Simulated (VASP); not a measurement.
Cd2C: density of states with PBE

Sheet: Cd2C, a sheet with vacuum.

```
Cd C
1.0
     4.23814    0.00000    0.00000
     0.00000    4.23814    0.00000
     0.00000    0.00000   23.80000
Cd C
2 1
Cartesian
  2.1191 0.0000 7.0000
  0.0000 2.1191 7.0000
  0.0000 0.0000 7.0000
```

The cell was built by a generator and needn't be a form met in nature.

```json
{
  "Program": "VASP 6.6.1",
  "Task": "density of states",
  "Functional": "PBE",
  "Potentials or basis": "VASP PAW PBE potentials, release 64 (Cd, C)",
  "Cutoff": "520 eV",
  "k mesh": "8 × 8 × 1",
  "Occupations": "gaussian, width 0.02 eV",
  "Spin": "no spin polarisation",
  "Dipole correction": "yes",
  "k mesh for the DOS": "12 × 12 × 1",
  "Occupations for the DOS": "tetrahedron",
  "Further INCAR settings": "ALGO = Fast; EDIFF = 1e-06; NBANDS = 21"
}
```

| Property | Result |
| --- | --- |
| Valence electrons inside the program's atomic spheres | Cd 10.39; C 2.28 |

Levels at points of the mesh, in eV from the valence-band top:
| k point | band 12 | band 13 | band 14 | band 15 | band 16 | band 17 |
| --- | --- | --- | --- | --- | --- | --- |
| (0.00, 0.00, 0.00) | -2.83 | -2.83 | -2.15 | 0.11 | 2.88 | 2.98 |
| (0.50, 0.00, 0.00) | -5.19 | -1.75 | -0.78 | 1.41 | 2.25 | 3.48 |
| (0.50, 0.50, 0.00) | -3.37 | -3.37 | -1.13 | 0.38 | 3.39 | 3.39 |

States per cell in windows of 0.5 eV (zero at the valence-band top; states under -8 eV left out):
| from (eV) | total | C3_p | Cd1_d | Cd2_d | Cd1_s | Cd2_s | Cd1_p |
| --- | --- | --- | --- | --- | --- | --- | --- |
| -8.0 | 2.14 | 0.01 | 0.61 | 0.61 | 0.11 | 0.11 | 0.02 |
| -7.5 | 0.00 | 0.00 | 0.00 | 0.00 | 0.00 | 0.00 | 0.00 |
| -7.0 | 0.00 | 0.00 | 0.00 | 0.00 | 0.00 | 0.00 | 0.00 |
| -6.5 | 0.00 | 0.00 | 0.00 | 0.00 | 0.00 | 0.00 | 0.00 |
| -6.0 | 0.00 | 0.00 | 0.00 | 0.00 | 0.00 | 0.00 | 0.00 |
| -5.5 | 0.18 | 0.02 | 0.01 | 0.01 | 0.03 | 0.03 | 0.00 |
| -5.0 | 0.58 | 0.06 | 0.02 | 0.02 | 0.08 | 0.08 | 0.02 |
| -4.5 | 0.73 | 0.10 | 0.02 | 0.02 | 0.08 | 0.08 | 0.03 |
| -4.0 | 0.35 | 0.06 | 0.01 | 0.01 | 0.04 | 0.04 | 0.02 |
| -3.5 | 0.69 | 0.12 | 0.04 | 0.04 | 0.09 | 0.09 | 0.02 |
| -3.0 | 0.96 | 0.25 | 0.03 | 0.03 | 0.06 | 0.06 | 0.07 |
| -2.5 | 0.53 | 0.16 | 0.02 | 0.02 | 0.02 | 0.02 | 0.04 |
| -2.0 | 0.47 | 0.12 | 0.01 | 0.01 | 0.00 | 0.00 | 0.03 |
| -1.5 | 0.44 | 0.11 | 0.01 | 0.01 | 0.00 | 0.00 | 0.02 |
| -1.0 | 0.70 | 0.18 | 0.02 | 0.02 | 0.00 | 0.00 | 0.03 |
| -0.5 | 0.41 | 0.11 | 0.02 | 0.02 | 0.00 | 0.00 | 0.01 |
| 0.0 | 0.34 | 0.05 | 0.02 | 0.02 | 0.01 | 0.01 | 0.02 |
| 0.5 | 0.27 | 0.02 | 0.02 | 0.02 | 0.01 | 0.01 | 0.01 |
| 1.0 | 0.49 | 0.04 | 0.03 | 0.03 | 0.04 | 0.04 | 0.02 |
| 1.5 | 0.70 | 0.07 | 0.04 | 0.04 | 0.05 | 0.05 | 0.03 |
| 2.0 | 0.42 | 0.03 | 0.02 | 0.02 | 0.01 | 0.01 | 0.03 |
| 2.5 | 1.55 | 0.18 | 0.02 | 0.02 | 0.02 | 0.02 | 0.07 |
| 3.0 | 1.52 | 0.17 | 0.04 | 0.04 | 0.10 | 0.10 | 0.08 |
| 3.5 | 1.05 | 0.07 | 0.02 | 0.02 | 0.04 | 0.04 | 0.05 |
| 4.0 | 1.36 | 0.07 | 0.01 | 0.01 | 0.02 | 0.02 | 0.04 |
| 4.5 | 2.18 | 0.13 | 0.02 | 0.02 | 0.02 | 0.02 | 0.07 |
| 5.0 | 2.08 | 0.13 | 0.04 | 0.04 | 0.03 | 0.03 | 0.07 |
| 5.5 | 1.16 | 0.09 | 0.02 | 0.02 | 0.01 | 0.01 | 0.02 |
| 6.0 | 0.63 | 0.02 | 0.01 | 0.01 | 0.01 | 0.01 | 0.01 |
| 6.5 | 0.20 | 0.01 | 0.00 | 0.00 | 0.00 | 0.00 | 0.00 |

Wall time 2.5 min on 1 thread of Intel(R) Xeon(R) Platinum 8559C (Emerald Rapids), with other jobs on the host, peak memory 0.54 GiB.
